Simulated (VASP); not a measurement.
**What goes wrong when WC (Qusongite) is relaxed with a bad input**

Some relaxations of WC (Qusongite) get a fault in the input on purpose. Which of them show, and how? The starting structure is a measured crystal structure from the Crystallography Open Database.

Program: VASP 6.6.1. Level of theory: Kohn-Sham DFT with plane waves and PAW; PBEsol. Results are calculated unless marked as measured.

## Step 1: Set-up

It takes space group P-6m2 (No. 187, hexagonal). The conventional cell has a = 2.907 Å, b = 2.907 Å, c = 2.837 Å, α = 90.00°, β = 90.00°, γ = 120.00°. W has 6 C at 2.20 Å nearest. C has 6 W at 2.20 Å nearest. Farther neighbours are not listed.

## Step 2: Reference relaxation

Input file INCAR:

```
SYSTEM = WC
PREC = Accurate
ENCUT = 520
EDIFF = 1E-06
NELM = 100
ISMEAR = 0
SIGMA = 0.03
LREAL = .FALSE.
ALGO = Normal
GGA = PS
LORBIT = 11
LWAVE = .FALSE.
LCHARG = .FALSE.
KPAR = 2
IBRION = 2
NSW = 50
ISIF = 3
EDIFFG = -0.01
```

Input file POSCAR:

```
WC
1.0
    2.9065000000      0.0000000000      0.0000000000
   -1.4532500000      2.5171028361      0.0000000000
    0.0000000000      0.0000000000      2.8366000000
W C
1 1
Direct
    0.0000000000      0.0000000000      0.0000000000
    0.6666666667      0.3333333333      0.5000000000
```

Input file KPOINTS:

```
Automatic mesh
0
Gamma
8 8 8
0 0 0
```

PAW data sets: W and C (PBE family, release 64).

Started as:

```console
$ mpirun -np 2 vasp_std
```

Output:

```text
[banner, memory and clock lines left out]
running    2 mpi-ranks, on    1 nodes
 distrk:  each k-point on    1 cores,    2 groups
 distr:  one band on    1 cores,    1 groups

 POSCAR found type information on POSCAR W C
 POSCAR found :  2 types and       2 ions
|                                                                             |
|               ----> ADVICE to this user running VASP <----                  |
|                                                                             |
|     You enforced a specific xc type in the INCAR file but a different       |
|     [... a line on the potential file left out ...]
|     I HOPE YOU KNOW WHAT YOU ARE DOING!                                     |
|                                                                             |

 LDA part: xc-table for (Slater+PW92), standard interpolation
 POSCAR, INCAR and KPOINTS ok, starting setup
 FFT: planning ... GRIDC
 FFT: planning ... GRID_SOFT
 FFT: planning ... GRID
 WAVECAR not read
 entering main loop
       N       E                     dE             d eps       ncg     rms          rms(c)
DAV:   1     0.241617897886E+02    0.24162E+02   -0.51583E+03   908   0.100E+03
DAV:   2    -0.250657012040E+02   -0.49227E+02   -0.48119E+02  1163   0.228E+02
DAV:   3    -0.269271350938E+02   -0.18614E+01   -0.18407E+01  1154   0.352E+01
DAV:   4    -0.269564164451E+02   -0.29281E-01   -0.29130E-01  1259   0.379E+00
DAV:   5    -0.269566471847E+02   -0.23074E-03   -0.23066E-03  1118   0.242E-01    0.345E+01
DAV:   6    -0.241330532465E+02    0.28236E+01   -0.15923E+01  1026   0.265E+01    0.119E+01
DAV:   7    -0.240288709983E+02    0.10418E+00   -0.61140E-01   950   0.703E+00    0.831E+00
DAV:   8    -0.239877724697E+02    0.41099E-01   -0.11183E-01  1011   0.285E+00    0.143E+00
DAV:   9    -0.239845445989E+02    0.32279E-02   -0.11718E-02   952   0.755E-01    0.255E-01
DAV:  10    -0.239843895732E+02    0.15503E-03   -0.82531E-04  1093   0.276E-01    0.195E-01
DAV:  11    -0.239843723669E+02    0.17206E-04   -0.65210E-05  1011   0.670E-02    0.160E-02
DAV:  12    -0.239843708204E+02    0.15464E-05   -0.24580E-06   821   0.122E-02    0.106E-02
DAV:  13    -0.239843707163E+02    0.10411E-06   -0.70070E-07   475   0.807E-03
   1 F= -.23984371E+02 E0= -.23984159E+02  d E =-.239844E+02
[...]
2 F= -.23960230E+02 E0= -.23960153E+02  d E =0.241410E-01
[...]
3 F= -.23987431E+02 E0= -.23987313E+02  d E =-.306021E-02
[...]
4 F= -.23987432E+02 E0= -.23987315E+02  d E =-.306109E-02
[...]
5 F= -.23987434E+02 E0= -.23987331E+02  d E =-.177177E-05
 trial-energy change:   -0.000002  1 .order   -0.000002   -0.000067    0.000063
 step:   0.4367(harm=  0.4367)  dis= 0.00000  next Energy=   -23.987449 (dE=-0.171E-04)
 bond charge predicted
       N       E                     dE             d eps       ncg     rms          rms(c)
DAV:   1    -0.239874554736E+02   -0.21606E-04   -0.68325E-04   908   0.229E-01    0.139E-02
DAV:   2    -0.239874507495E+02    0.47241E-05   -0.11577E-05  1062   0.329E-02    0.109E-02
DAV:   3    -0.239874491624E+02    0.15872E-05   -0.37462E-06   940   0.133E-02    0.152E-03
DAV:   4    -0.239874491447E+02    0.17623E-07   -0.21919E-07   458   0.372E-03
   6 F= -.23987449E+02 E0= -.23987340E+02  d E =-.173336E-04
 curvature:  -0.22 expect dE=-0.214E-06 dE for cont linesearch -0.145E-08
 trial: gam=-0.00651 g(F)=  0.272E-48 g(S)=  0.976E-06 ort = 0.722E-06 (trialstep = 0.769E+00)
 search vector abs. value=  0.970E-06
 reached required accuracy - stopping structural energy minimisation
```

The job ended after 6.6 s (2 MPI ranks of Intel Xeon 6975P-C (Granite Rapids), shared host; peak memory 0.28 GiB).

The logs omit lines about the potential files and the build; timing stands in the text.

Parts of OUTCAR (step 2):

```text
ion  position               nearest neighbor table
   1  0.000  0.000  0.000-   2 2.20   2 2.20   2 2.20   2 2.20   2 2.20   2 2.20
   2  0.667  0.333  0.500-   1 2.20   1 2.20   1 2.20   1 2.20   1 2.20   1 2.20

  LATTYP: Found a hexagonal cell.
 ALAT       =     2.9065000000
 C/A-ratio  =     0.9759504559

 Subroutine GETGRP returns: Found 12 space group operations
 (whereof 12 operations were pure point group operations)

The static configuration has the point symmetry D_3h.

 Found     50 irreducible k-points:

   k-points           NKPTS =     50   k-points in BZ     NKDIM =     50   number of bands    NBANDS=      9

   dimension x,y,z NGX =    24 NGY =   24 NGZ =   24
   dimension x,y,z NGXF=    48 NGYF=   48 NGZF=   48

   ENCUT  =  520.0 eV  38.22 Ry    6.18 a.u.   5.40  5.40  5.27*2*pi/ulx,y,z

   NELECT =      10.0000    total number of electrons

 k-points in reciprocal lattice and weights: Automatic mesh
   0.00000000  0.00000000  0.00000000       0.002
   0.12500000  0.00000000  0.00000000       0.012
   0.25000000  0.00000000  0.00000000       0.012
   0.37500000  0.00000000  0.00000000       0.012
   0.50000000  0.00000000  0.00000000       0.006
   0.12500000  0.12500000  0.00000000       0.012
   0.25000000  0.12500000  0.00000000       0.023
   0.37500000  0.12500000  0.00000000       0.023
   0.25000000  0.25000000  0.00000000       0.012
[...]
0.25000000  0.25000000  0.50000000       0.012
   0.37500000  0.25000000  0.50000000       0.012

 average (electrostatic) potential at core
       1 -36.8925       2 -46.2092

 E-fermi :   8.2799

 k-point     1 :       0.0000    0.0000    0.0000
  band No.  band energies     occupation
      1      -6.2201      2.00000
      2       3.9062      2.00000
      3       4.9009      2.00000
      4       4.9009      2.00000
      5       8.4674      0.00000
      6      11.5345      0.00000
      7      11.5345      0.00000
      8      14.0378      0.00000
      9      14.0378      0.00000

 k-point     2 :       0.1250    0.0000    0.0000
  band No.  band energies     occupation
      1      -5.8291      2.00000
      2       3.8433      2.00000
      3       4.5773      2.00000
      4       5.2841      2.00000
      5       7.4318      2.00000
      6      11.3913      0.00000
      7      12.6914      0.00000
      8      13.2740      0.00000
      9      13.7642      0.00000

 k-point     3 :       0.2500    0.0000    0.0000
  band No.  band energies     occupation
      1      -4.7926      2.00000
      2       2.6988      2.00000
      3       4.9907      2.00000
      4       5.9901      2.00000
      5       6.2765      2.00000
      6      11.0635      0.00000
      7      12.0905      0.00000
      8      13.2400      0.00000
      9      14.2717      0.00000

  Total        0.0032603      0.0032603      0.0043833      0.0000000      0.0000000      0.0000000
  in kB        0.2542398      0.2542398      0.3418144      0.0000000      0.0000000      0.0000000
  external PRESSURE =       0.2834313 kB  Pullay stress =       0.0000000 kB

  energy-cutoff  :      520.00
  volume of cell :       20.55
      direct lattice vectors                 reciprocal lattice vectors
     2.899570740  0.000000000  0.000000000     0.344878635  0.199115773 -0.000000000
    -1.449785370  2.511101921  0.000000000    -0.000000000  0.398231546  0.000000000
     0.000000000 -0.000000000  2.821807496    -0.000000000 -0.000000000  0.354382785

 POSITION                                       TOTAL-FORCE (eV/Angst)
 -----------------------------------------------------------------------------------
      0.00000     -0.00000      0.00000         0.000000      0.000000      0.000000
      1.44979      0.83703      1.41090        -0.000000     -0.000000     -0.000000
 -----------------------------------------------------------------------------------
    total drift:                               -0.000000      0.000000      0.000000

  FREE ENERGIE OF THE ION-ELECTRON SYSTEM (eV)
  ---------------------------------------------------
  free  energy   TOTEN  =       -23.9874491447 eV

  energy  without entropy=      -23.9872308876  energy(sigma->0) =      -23.98734002

 reached required accuracy - stopping structural energy minimisation

 total charge
# of ion       s       p       d       tot
------------------------------------------
    1        0.629   0.890   4.425   5.944
    2        0.850   1.565   0.000   2.415
--------------------------------------------------
tot          1.479   2.455   4.425   8.360

[... 3 further parts left out ...]
```

CONTCAR:

```
WC
   1.00000000000000
     2.8995707397532295    0.0000000000000000    0.0000000000000000
    -1.4497853698766148    2.5111019206968592    0.0000000000000000
     0.0000000000000000   -0.0000000000000000    2.8218074960657078
  W               C
     1     1
Direct
     0.0000000000000000    0.0000000000000000    0.0000000000000000
     0.6666666667000030    0.3333333332999970    0.5000000000000000
```

The run shows no gap at this level; if that holds and bands cross the Fermi level widely, this k-mesh is coarse for it. The PAW data sets were made with PBE, which is usual practice but a small mismatch for other functionals. The data set W keeps the semicore shell frozen, which is cheaper and a little less accurate. The run keeps the 12 symmetry operations of its start, so it cannot find a distortion of lower symmetry.

The reference relaxation ends at 10.273 Å³ an atom.

## Step 3: Relaxation with a cutoff far too low

A slip made on purpose: a cutoff far too low. Against step 2 the input has PREC = Normal and ENCUT = 220 (also changed: NELM).

Changes to INCAR since step 2:

```diff
@@ -1,6 +1,6 @@
 SYSTEM = WC
-PREC = Accurate
-ENCUT = 520
+PREC = Normal
+ENCUT = 220
 EDIFF = 1E-06
-NELM = 100
+NELM = 60
 ISMEAR = 0
```

POSCAR is that of step 2.

KPOINTS is that of step 2.

Started as:

```console
$ mpirun -np 2 vasp_std
```

Output:

```text
[banner, memory and clock lines left out]
running    2 mpi-ranks, on    1 nodes
[...]
[... a notice as in an earlier step ...]

 LDA part: xc-table for (Slater+PW92), standard interpolation
 POSCAR, INCAR and KPOINTS ok, starting setup
[...]
entering main loop
       N       E                     dE             d eps       ncg     rms          rms(c)
DAV:   1    -0.140740203293E+02   -0.14074E+02   -0.31418E+03  1239   0.458E+02
DAV:   2    -0.261863526812E+02   -0.12112E+02   -0.11813E+02  1170   0.933E+01
DAV:   3    -0.263917952002E+02   -0.20544E+00   -0.20491E+00  1146   0.107E+01
DAV:   4    -0.263925002043E+02   -0.70500E-03   -0.70479E-03  1192   0.520E-01
[...]
DAV:  10    -0.240101466520E+02    0.16443E-03   -0.50334E-04  1058   0.153E-01    0.595E-02
DAV:  11    -0.240101386614E+02    0.79906E-05   -0.39020E-05   988   0.476E-02    0.710E-03
DAV:  12    -0.240101380418E+02    0.61966E-06   -0.20464E-06   634   0.105E-02
   1 F= -.24010138E+02 E0= -.24009998E+02  d E =-.240101E+02
[... from here on, the cycles between the ionic steps are left out ...]
   2 F= -.22388535E+02 E0= -.22388459E+02  d E =0.162160E+01
   3 F= -.24111306E+02 E0= -.24111230E+02  d E =-.101168E+00
   4 F= -.24112233E+02 E0= -.24112156E+02  d E =-.102095E+00
   5 F= -.24112279E+02 E0= -.24112203E+02  d E =-.102141E+00
   6 F= -.24112026E+02 E0= -.24111950E+02  d E =0.252561E-03
   7 F= -.24112704E+02 E0= -.24112627E+02  d E =-.424799E-03
[...]
reached required accuracy - stopping structural energy minimisation
```

Wall time 2.2 s (2 MPI ranks); peak memory 0.19 GiB.

From OUTCAR (step 3):

```text
  Total       -0.0006551     -0.0006551     -0.0015150     -0.0000000     -0.0000000      0.0000000
  in kB       -0.0535320     -0.0535320     -0.1237975     -0.0000000     -0.0000000      0.0000000
  external PRESSURE =      -0.0769538 kB  Pullay stress =       0.0000000 kB

 POSITION                                       TOTAL-FORCE (eV/Angst)
 -----------------------------------------------------------------------------------
      0.00000     -0.00000      0.00000        -0.000000      0.000000      0.000000
      1.42545      0.82298      1.39276         0.000000     -0.000000     -0.000000
 -----------------------------------------------------------------------------------
    total drift:                               -0.000003      0.000002      0.000000

  FREE ENERGIE OF THE ION-ELECTRON SYSTEM (eV)
  ---------------------------------------------------
  free  energy   TOTEN  =       -24.1127037046 eV

  energy  without entropy=      -24.1125511404  energy(sigma->0) =      -24.11262742

[... 2 parts as in an earlier step ...]

[... 2 further parts left out ...]
[key lines of the parts left out:]
E-fermi :   8.8914
```

With a cutoff far too low the cell ends at 9.803 Å³ an atom, -4.57 % from the reference.

## Step 4: Relaxation with too few ionic steps

A slip made on purpose: too few ionic steps. Against step 2 the input has NSW = 2 (also changed: NELM).

Changes to INCAR since step 3:

```diff
@@ -1,4 +1,4 @@
 SYSTEM = WC
-PREC = Normal
-ENCUT = 220
+PREC = Accurate
+ENCUT = 520
 EDIFF = 1E-06
@@ -15,3 +15,3 @@
 IBRION = 2
-NSW = 50
+NSW = 2
 ISIF = 3
```

POSCAR is that of step 3.

KPOINTS is that of step 3.

Started as:

```console
$ mpirun -np 2 vasp_std
```

Output:

```text
[... set-up lines as in an earlier step ...]
 entering main loop
       N       E                     dE             d eps       ncg     rms          rms(c)
[... 13 cycles as in an earlier step ...]
   1 F= -.23984371E+02 E0= -.23984159E+02  d E =-.239844E+02
[...]
N       E                     dE             d eps       ncg     rms          rms(c)
[... 6 cycles as in an earlier step ...]
   2 F= -.23960230E+02 E0= -.23960153E+02  d E =0.241410E-01
 trial-energy change:    0.024141  1 .order    0.024989   -0.023585    0.073563
 step:   0.2527(harm=  0.2428)  dis= 0.00000  next Energy=   -23.987364 (dE=-0.299E-02)
```

Run time: 3.6 s. Hardware: 2 MPI ranks; peak memory 0.28 GiB.

Parts of OUTCAR (step 4):

```text
  Total        1.4517348      1.4517348      2.3081172     -0.0000000      0.0000000      0.0000000
  in kB      116.6466777    116.6466777    185.4568780     -0.0000000      0.0000000      0.0000000
  external PRESSURE =     139.5834111 kB  Pullay stress =       0.0000000 kB

 POSITION                                       TOTAL-FORCE (eV/Angst)
 -----------------------------------------------------------------------------------
      0.00000      0.00000      0.00000         0.000000     -0.000000      0.000000
      1.43802      0.83024      1.39180        -0.000000      0.000000     -0.000000
 -----------------------------------------------------------------------------------
    total drift:                               -0.000000      0.000000      0.000000

  FREE ENERGIE OF THE ION-ELECTRON SYSTEM (eV)
  ---------------------------------------------------
  free  energy   TOTEN  =       -23.9602296856 eV

  energy  without entropy=      -23.9600763407  energy(sigma->0) =      -23.96015301

[... 1 part as in an earlier step ...]

[... 2 further parts left out ...]
[key lines of the parts left out:]
E-fermi :   8.6212
```

The relaxation used up its 2 ionic steps (NSW) before forces and stress met EDIFFG.

## Step 5: Relaxation with a smearing far too wide

A slip made on purpose: a smearing far too wide. Against step 2 the input has SIGMA = 2 (also changed: NELM).

Changes to INCAR since step 4:

```diff
@@ -6,3 +6,3 @@
 ISMEAR = 0
-SIGMA = 0.03
+SIGMA = 2
 LREAL = .FALSE.
@@ -15,3 +15,3 @@
 IBRION = 2
-NSW = 2
+NSW = 50
 ISIF = 3
```

POSCAR is that of step 4.

KPOINTS is that of step 4.

Started as:

```console
$ mpirun -np 2 vasp_std
```

Output:

```text
[... set-up lines as in an earlier step ...]
 entering main loop
       N       E                     dE             d eps       ncg     rms          rms(c)
DAV:   1     0.237547256788E+02    0.23755E+02   -0.51583E+03   908   0.100E+03
DAV:   2    -0.253962212663E+02   -0.49151E+02   -0.47873E+02  1163   0.228E+02
DAV:   3    -0.272987852763E+02   -0.19026E+01   -0.18553E+01  1154   0.354E+01
DAV:   4    -0.273320411310E+02   -0.33256E-01   -0.32913E-01  1259   0.394E+00
[...]
DAV:  11    -0.244746864411E+02    0.43684E-05   -0.38704E-05  1047   0.509E-02    0.183E-02
DAV:  12    -0.244746836628E+02    0.27784E-05   -0.31721E-06   854   0.130E-02    0.680E-03
DAV:  13    -0.244746836736E+02   -0.10847E-07   -0.32248E-07   478   0.559E-03
   1 F= -.24474684E+02 E0= -.23852029E+02  d E =-.244747E+02
[...]
2 F= -.24470090E+02 E0= -.23820366E+02  d E =0.459328E-02
[...]
3 F= -.24476458E+02 E0= -.23844719E+02  d E =-.177439E-02
[...]
4 F= -.24476399E+02 E0= -.23846809E+02  d E =0.586283E-04
[...]
5 F= -.24476649E+02 E0= -.23845950E+02  d E =-.191431E-03
[...]
reached required accuracy - stopping structural energy minimisation
```

Elapsed: 6 s, on 2 MPI ranks; peak memory 0.28 GiB; 11 s of CPU time.

(Continued in part 2 of 2.)

[Lines on the potential files, build, host, timing and source positions are cut from VASP's logs without a mark.]

[Logs are printed without paths, hosts, clocks, repeated set-up lines and the standing remarks that a program may print on its own settings, such as how far it seeks lower states.]

[Hosts, paths, dates, database ids (printed as entryN), source tags and the programs' standing remarks are cut or masked in the printed files.]
